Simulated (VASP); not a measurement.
# Na2ZrS2: relaxation of cell and atoms with PBE+U

The system is Na2ZrS2.

```xyz
5
Lattice="-2.4762 2.4762 4.0404 2.4762 -2.4762 4.0404 2.4762 2.4762 -4.0404" Properties=species:S:1:pos:R:3 pbc="T T T"
Na    0.0000    0.0000    2.8830
Na    0.0000    0.0000    5.1977
Zr    0.0000    0.0000    0.0000
S     0.0000    2.4762    2.0202
S     2.4762    0.0000    2.0202
```

The cell was built by a generator and needn't be a form met in nature.

```yaml
Program: VASP 6.6.1
Task: relaxation of cell and atoms
Functional: PBE
Potentials_or_basis: VASP PAW PBE potentials, release 64 (Na_pv, Zr_sv, S)
Cutoff: 600 eV
k_mesh: 6 × 6 × 6
Occupations: fermi-dirac, width 0.05 eV
Spin: no spin polarisation
Hubbard_terms: Zr d U = 6 eV
Further_INCAR_settings: ALGO = Normal; EDIFF = 1e-06; IBRION = 2; EDIFFG = -0.005; NSW = 40; ISIF = 3
```

```yaml
Relaxed_volume: 20.06 Å³/atom
Relaxed_cell: a = 5.416 Å, b = 5.416 Å, c = 5.416 Å, α = 126.05°, β = 126.05°, γ = 79.80°
Space_group_after_relaxing_to_0.05_Å: I4/mmm (No. 139)
Energy_gained_by_relaxing: 8.0 meV/atom
Ionic_steps: 10
Pressure_after_relaxing: 0.0 GPa
Band_gap_on_the_k_mesh: none (metal or under the smearing width)
```

Forces in eV/Å, atoms in the order of the input:
```
Na   0.000  0.000  0.002
Na   0.000  0.000 -0.002
Zr   0.000  0.000  0.000
S    0.000  0.000  0.000
S    0.000  0.000  0.000
```

The path:
```csv
step,energy change (eV),largest force (eV/Å),pressure (GPa),volume (Å³)
1,0.0000,0.1583,0.43,99.09
2,-0.0387,0.0396,0.20,99.83
3,-0.0400,0.0157,0.16,99.99
4,-0.0400,0.0187,0.16,99.97
5,-0.0401,0.0028,-0.02,100.27
6,-0.0401,0.0056,0.01,100.24
7,-0.0401,0.0032,0.00,100.25
8,-0.0401,0.0022,0.02,100.25
9,-0.0401,0.0015,0.03,100.26
10,-0.0401,0.0024,-0.02,100.28
```

Final structure:
```
CELL_PARAMETERS angstrom
-2.45643 2.45643 4.15491
2.45643 -2.45643 4.15491
2.45643 2.45643 -4.15491
ATOMIC_POSITIONS crystal
Na 0.35800 0.35800 0.00000
Na 0.64200 0.64200 0.00000
Zr 0.00000 0.00000 0.00000
S 0.75000 0.25000 0.50000
S 0.25000 0.75000 0.50000
```

Levels at points of the mesh, in eV from the Fermi level:
| k point | band 15 | band 16 | band 17 | band 18 | band 19 | band 20 | band 21 | band 22 | band 23 |
| --- | --- | --- | --- | --- | --- | --- | --- | --- | --- |
| (0.00, 0.00, 0.00) | -3.85 | -3.18 | -1.74 | -1.74 | -1.26 | 0.13 | 0.18 | 2.39 | 2.39 |
| (0.50, 0.00, 0.00) | -3.73 | -3.65 | -3.41 | -3.25 | 0.06 | 0.11 | 1.50 | 2.27 | 2.40 |
| (0.50, 0.50, 0.00) | -4.12 | -3.00 | -1.66 | -1.30 | -0.91 | 0.31 | 1.61 | 2.08 | 2.15 |
| (0.50, 0.50, 0.50) | -4.36 | -2.06 | -1.98 | -1.98 | -0.71 | 0.51 | 0.98 | 1.67 | 1.67 |

Eigenvalues of the final occupation matrices:
```
    site  spin  trace               eigenvalues
site 3 d     1   0.64  0.04 0.06 0.06 0.20 0.27
site 3 d     2   0.64  0.04 0.06 0.06 0.20 0.27
```

Wall time 15 min on 1 thread of AMD EPYC 7R13 Processor (Zen 3), with other jobs on the host, peak memory 0.36 GiB.

Caveat: U without spin polarisation on a metal has little footing.
